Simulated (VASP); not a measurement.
Consider the following.

```
AgB
1.0
    3.01742     0.00000     0.00000
    0.00000     3.01742     0.00000
    0.00000     0.00000     3.01742
Ag B
1 1
Cartesian
  0.00000   0.00000   0.00000
  1.50871   1.50871   1.50871
```

Level of theory: r2SCAN meta-GGA, VASP's PBE PAW potentials (set 64) (plane waves; VASP). Run with 600 eV cut-off, 12×12×12 Γ-centred mesh, first-order Methfessel-Paxton smearing of 0.10 eV, potentials Ag B.

Task: Give the stress tensor in GPa (positive for a compressed cell).

Result: 
```
-11.31    0.00    0.00
  0.00  -11.31    0.00
  0.00    0.00  -11.31
```
The pressure is its mean diagonal, -11.31 GPa.

The structure was generated: AgB was put into the CsCl type (Pm-3m), which need not be its known phase. This cell was strained or had an atom moved on purpose.
